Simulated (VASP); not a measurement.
Data:

```yaml
crystal:
  lattice:
    - [1.83326, -3.17531, 0.00000]
    - [1.83326, 3.17531, 0.00000]
    - [0.00000, 0.00000, 11.90576]
  atoms:
    - { symbol: Zn, position: [0.66667, 0.33333, 0.25976] }
    - { symbol: Zn, position: [0.33333, 0.66667, 0.99402] }
    - { symbol: Zn, position: [0.66667, 0.33333, 0.72887] }
    - { symbol: Zn, position: [0.33333, 0.66667, 0.52575] }
    - { symbol: S, position: [0.66667, 0.33333, 0.45400] }
    - { symbol: S, position: [0.33333, 0.66667, 0.18839] }
    - { symbol: S, position: [0.66667, 0.33333, 0.92308] }
    - { symbol: O, position: [0.33333, 0.66667, 0.69013] }
```

Calculation: PBEsol GGA, VASP's PBE PAW potentials (set 64) (plane waves; VASP). Numerical set-up: 520 eV cut-off, 8×8×2 Γ-centred mesh, tetrahedra with Blöchl corrections, potentials Zn S O.

The cores are frozen, which limits the accuracy of field gradients.

### Question
Give the principal components of the electric field gradient (V/Å²) and the asymmetry η at each nucleus.

### Answer

```json
[
 {"atom": "Zn1", "Vxx": "-4.4", "Vyy": "-4.4", "Vzz": "8.7", "η": "0.00"},
 {"atom": "Zn2", "Vxx": "-4.2", "Vyy": "-4.2", "Vzz": "8.3", "η": "0.00"},
 {"atom": "Zn3", "Vxx": "6.7", "Vyy": "6.7", "Vzz": "-13.3", "η": "0.00"},
 {"atom": "Zn4", "Vxx": "11.4", "Vyy": "11.4", "Vzz": "-22.9", "η": "0.00"},
 {"atom": "S5", "Vxx": "-16.9", "Vyy": "-16.9", "Vzz": "33.8", "η": "0.00"},
 {"atom": "S6", "Vxx": "-10.5", "Vyy": "-10.5", "Vzz": "21.0", "η": "0.00"},
 {"atom": "S7", "Vxx": "-11.8", "Vyy": "-11.8", "Vzz": "23.7", "η": "0.00"},
 {"atom": "O8", "Vxx": "13.9", "Vyy": "13.9", "Vzz": "-27.8", "η": "0.00"}
]
```

The structure was generated: Zn4OS3 was put into an ordered model structure (P3m1), which need not be its known phase. It was relaxed first.
